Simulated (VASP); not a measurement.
Calculation: vdW-DF-cx, VASP's PBE PAW potentials (set 64) (plane waves; VASP).

VASP ran on this input.

**KPOINTS**
```
Automatic mesh
0
gamma
  5 5 8
0 0 0
```

POSCAR:
```
SnO2
1
    4.7768293649     0.0000000000     0.0000000000
   -0.0000000000     4.7768293649     0.0000000000
    0.0000000000     0.0000000000     3.2265838440
Sn O
2 4
Direct
  0.0000000000   0.0000000000   0.0000000000
  0.5000000000   0.5000000000   0.5000000000
  0.3061968016   0.3061968016   0.0000000000
  0.8061968016   0.1938031984   0.5000000000
  0.1938031984   0.8061968016   0.5000000000
  0.6938031984   0.6938031984   0.0000000000
```

**INCAR**
```
SYSTEM = SnO2
PREC = Accurate
ENCUT = 520
EDIFF = 1E-7
NELM = 100
ALGO = Normal
LREAL = .FALSE.
LASPH = .TRUE.
ISMEAR = -5
GGA = CX
LUSE_VDW = .TRUE.
AGGAC = 0.0
LMAXMIX = 4
LWAVE = .FALSE.
LCHARG = .TRUE.
LORBIT = 11
NEDOS = 601
ISIF = 2
```

POTCAR, in this order: Sn_d O (PBE.64 set). Program: vasp_std.

The run wrote:

File OSZICAR:
```
       N       E                     dE             d eps       ncg     rms          rms(c)
DAV:   1     0.657600018932E+03    0.65760E+03   -0.26503E+04  2004   0.258E+03
DAV:   2     0.646039997860E+02   -0.59300E+03   -0.57596E+03  2145   0.675E+02
DAV:   3    -0.262968497376E+02   -0.90901E+02   -0.89987E+02  2133   0.224E+02
DAV:   4    -0.307813591494E+02   -0.44845E+01   -0.44654E+01  2212   0.549E+01
DAV:   5    -0.309210685719E+02   -0.13971E+00   -0.13963E+00  2380   0.987E+00    0.152E+01
DAV:   6    -0.251392133809E+02    0.57819E+01   -0.23237E+01  3009   0.709E+01    0.566E+00
DAV:   7    -0.252294479419E+02   -0.90235E-01   -0.19314E+00  2056   0.831E+00    0.320E+00
DAV:   8    -0.252074251761E+02    0.22023E-01   -0.29393E-01  2769   0.507E+00    0.763E-01
DAV:   9    -0.251930023005E+02    0.14423E-01   -0.82867E-02  2895   0.392E+00    0.142E-01
DAV:  10    -0.251936800990E+02   -0.67780E-03   -0.54614E-03  2692   0.709E-01    0.420E-02
DAV:  11    -0.251937530631E+02   -0.72964E-04   -0.25909E-04  2916   0.172E-01    0.201E-02
DAV:  12    -0.251937570789E+02   -0.40158E-05   -0.16169E-05  2269   0.327E-02    0.140E-02
DAV:  13    -0.251937538305E+02    0.32484E-05   -0.16452E-05  2715   0.517E-02    0.277E-03
DAV:  14    -0.251937541572E+02   -0.32667E-06   -0.13516E-06  2644   0.100E-02    0.135E-03
DAV:  15    -0.251937542730E+02   -0.11587E-06   -0.40999E-08  1470   0.165E-03    0.514E-04
DAV:  16    -0.251937542894E+02   -0.16382E-07   -0.21129E-08  1357   0.122E-03
   1 F= -.25193754E+02 E0= -.25193754E+02  d E =0.000000E+00
```

OUTCAR:
```
------------------------ aborting loop because EDIFF is reached ----------------------------------------
  FORCE on cell =-STRESS in cart. coord.  units (eV):
  Direction    XX          YY          ZZ          XY          YZ          ZX
  --------------------------------------------------------------------------------------
  Total        0.0080681      0.0080681     -0.0044226     -0.0000000      0.0000000      0.0000000
  in kB        0.1755730      0.1755730     -0.0962416     -0.0000000      0.0000000      0.0000000
  external PRESSURE =       0.0849681 kB  Pullay stress =       0.0000000 kB
  volume of cell :       73.62
      direct lattice vectors                 reciprocal lattice vectors
     4.776829365  0.000000000  0.000000000     0.209343881  0.000000000  0.000000000
     0.000000000  4.776829365  0.000000000     0.000000000  0.209343881  0.000000000
     0.000000000  0.000000000  3.226583844     0.000000000  0.000000000  0.309925311
 POSITION                                       TOTAL-FORCE (eV/Angst)
 -----------------------------------------------------------------------------------
      0.00000      0.00000      0.00000         0.000000      0.000000      0.000000
      2.38841      2.38841      1.61329         0.000000      0.000000      0.000000
      1.46265      1.46265      0.00000        -0.010010     -0.010010      0.000000
      3.85106      0.92576      1.61329        -0.010010      0.010010      0.000000
      0.92576      3.85106      1.61329         0.010010     -0.010010      0.000000
      3.31418      3.31418      0.00000         0.010010      0.010010      0.000000
 -----------------------------------------------------------------------------------
    total drift:                               -0.000000      0.000000     -0.000000
  FREE ENERGIE OF THE ION-ELECTRON SYSTEM (eV)
  ---------------------------------------------------
  free  energy   TOTEN  =       -25.1937542894 eV

  energy  without entropy=      -25.1937542894  energy(sigma->0) =      -25.19375429

 total charge

# of ion       s       p       d       tot
------------------------------------------
    1        0.879   1.062  10.356  12.298
    2        0.879   1.062  10.356  12.298
    3        1.555   3.486   0.000   5.041
    4        1.555   3.486   0.000   5.041
    5        1.555   3.486   0.000   5.041
    6        1.555   3.486   0.000   5.041
--------------------------------------------------
tot          7.979  16.067  20.713  44.759
```
(Selected blocks of OUTCAR.)

OUTCAR:
```
 val. band max:        5.6713832287   @ k =   0.0000   0.0000   0.0000

 cond. band min:       6.5589421328   @ k =   0.0000   0.0000   0.0000


 Fermi energy:         5.6787369860

 k-point     1 :       0.0000    0.0000    0.0000
  band No.  band energies     occupation
      1     -15.3175      2.00000
      2     -14.5899      2.00000
      3     -14.3768      2.00000
      4     -14.3488      2.00000
      5     -14.3488      2.00000
      6     -14.2844      2.00000
      7     -14.2401      2.00000
      8     -14.1607      2.00000
      9     -14.1223      2.00000
     10     -14.1223      2.00000
     11     -13.0532      2.00000
     12     -11.2474      2.00000
     13     -11.2474      2.00000
     14      -9.5684      2.00000
     15      -2.3931      2.00000
     16       1.6925      2.00000
     17       1.6925      2.00000
     18       1.7758      2.00000
     19       2.6403      2.00000
     20       3.6823      2.00000
     21       3.7470      2.00000
     22       4.4175      2.00000
     23       4.4175      2.00000
     24       4.9172      2.00000
     25       4.9172      2.00000
     26       5.6714      2.00000
     27       6.5589      0.00000
     28      11.4775      0.00000
     29      11.7558      0.00000
     30      11.7558      0.00000
     31      15.9113      0.00000

 k-point     2 :       0.2000    0.0000    0.0000
  band No.  band energies     occupation
      1     -15.2598      2.00000
      2     -14.6572      2.00000
      3     -14.3761      2.00000
      4     -14.3464      2.00000
      5     -14.3463      2.00000
      6     -14.3265      2.00000
      7     -14.2316      2.00000
      8     -14.1671      2.00000
      9     -14.1253      2.00000
     10     -14.1252      2.00000
     11     -12.9302      2.00000
     12     -11.4963      2.00000
     13     -11.0323      2.00000
     14      -9.6565      2.00000
     15      -2.1291      2.00000
     16       1.0180      2.00000
     17       1.8750      2.00000
...
```

Unless said otherwise, spin-orbit coupling is left out, though it shifts the bands of the heavy elements here.

The compound is SnO2 in the rutile structure. It was relaxed first.
